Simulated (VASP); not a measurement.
OSZICAR of a VASP run on TiSi2 (space group Fddd):

### OSZICAR
```
       N       E                     dE             d eps       ncg     rms          rms(c)
DAV:   1     0.298535001652E+03    0.29854E+03   -0.14604E+04   392   0.124E+03
DAV:   2    -0.144602499896E+01   -0.29998E+03   -0.29689E+03   400   0.395E+02
DAV:   3    -0.418401965025E+02   -0.40394E+02   -0.39853E+02   704   0.119E+02
DAV:   4    -0.442713407257E+02   -0.24311E+01   -0.24253E+01   520   0.270E+01
DAV:   5    -0.444114926356E+02   -0.14015E+00   -0.14013E+00   616   0.591E+00    0.186E+01
DAV:   6    -0.413868104838E+02    0.30247E+01   -0.46745E+01   536   0.491E+01    0.722E+00
DAV:   7    -0.407004765046E+02    0.68633E+00   -0.10285E+01   512   0.221E+01    0.512E+00
DAV:   8    -0.406259182108E+02    0.74558E-01   -0.10268E+00   560   0.796E+00    0.123E+00
DAV:   9    -0.406093610993E+02    0.16557E-01   -0.22476E-01   536   0.373E+00    0.466E-01
DAV:  10    -0.406092087783E+02    0.15232E-03   -0.59601E-03   504   0.568E-01    0.123E-01
DAV:  11    -0.406091750842E+02    0.33694E-04   -0.20843E-03   552   0.342E-01    0.890E-02
DAV:  12    -0.406091278444E+02    0.47240E-04   -0.47982E-04   560   0.155E-01    0.995E-03
DAV:  13    -0.406091290092E+02   -0.11648E-05   -0.15491E-05   536   0.343E-02    0.731E-03
DAV:  14    -0.406091276948E+02    0.13144E-05   -0.68280E-07   384   0.643E-03    0.216E-03
DAV:  15    -0.406091273985E+02    0.29629E-06   -0.56446E-07   360   0.429E-03
   1 F= -.40609127E+02 E0= -.40539572E+02  d E =-.139111E+00
```

Problem. Which electronic solver shows in the log?

Solution. It is blocked Davidson (ALGO = Normal, or the opening steps of other solvers). The INCAR had ALGO = Normal.

Problem. Can the final energy be trusted as converged?

Solution. The run converged. It stopped with EDIFF = 1E-6, NELM = 100 (PBE GGA, plane waves, VASP's PBE PAW potentials (set 64)).

The structure comes from a computed database's TiSi2 entry (Fddd); how it stands against other phases isn't given here. The cell was not relaxed at this level. The k-mesh is coarse (spacing up to 0.56 per Å, 2π included), so the numbers may not be converged in it. The run is one of a series of settings (KPOINTS 3×3×3 Γ-centred mesh against the base run), some of them coarse on purpose.
